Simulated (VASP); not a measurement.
Input for VASP

**KPOINTS**
```
Automatic mesh
0
Gamma
 7 7 7
```

INCAR:
```
# general
SYSTEM =PbS
PREC   =Accurate
ENCUT  =500
LREAL  =.False.
LASPH  =.True.   # aspherical one-centre terms

# electronic loop
EDIFF  =1E-6   # SCF stop (eV)
NELM   =100   # most electronic steps
ALGO   =Normal
LMAXMIX=4   # l cut-off of mixed one-centre charges

# smearing
ISMEAR =0   # Gaussian
SIGMA  =0.05

# functional
GGA    =PS

# ions
IBRION =2   # conjugate gradients
NSW    =40   # most ionic steps
ISIF   =3   # ions, shape and volume
EDIFFG =-0.02   # ionic stop
PSTRESS=50   # kbar

# output
LWAVE  =.False.
LCHARG =.False.
```

**POSCAR**
```
PbS
1.0
  0.0000000000   3.2707360528   3.2707360528
  3.2707360528   0.0000000000   3.2707360528
  3.2707360528   3.2707360528   0.0000000000
Pb S
1 1
Cart
  0.0000000000   0.0000000000   0.0000000000
  1.6353680264   1.6353680264   1.6353680264
```

POTCAR, in this order: Pb_d S (PBE.64 set). Program: vasp_std.

Translate this PBEsol calculation to Ansatz.

One equivalent input (not run):
Ansatz 0.2 input:
```yaml
crystal:
  lattice:
    - [0.0000000, 3.2707361, 3.2707361]
    - [3.2707361, 0.0000000, 3.2707361]
    - [3.2707361, 3.2707361, 0.0000000]
  atoms:
    - { symbol: Pb, position: [0.0000000, 0.0000000, 0.0000000] }
    - { symbol: S, position: [0.2500000, 0.2500000, 0.2500000] }
kpoints:
  mp_grid: { grid: [7, 7, 7] }
hamiltonian:
  xc: pbesol
  pseudopotentials: { kind: paw }
scf:
  occupations: { method: gaussian, width: 0.05 }
  max_iter: 100
relax:
  max_steps: 40
  f_tol: 0.02
  cell: { p_target: 5 }
output: { forces: true, stress: true, eigenvalues: true }
```
The two are equivalent in intent, not identical: each code has its own PAW files, so the cut-off isn't converted (ENCUT is set for VASP's; basis.ecutwfc is left out, and Ansatz then takes the one that its files recommend); Ansatz stops its SCF on the density residual and VASP on the energy change (EDIFF).

The structure was generated: PbS was put into the zinc blende type (F-43m), which need not be its known phase. This run relaxes it under an external pressure of 5 GPa. Symmetry was kept, so distortions that lower it aren't found.
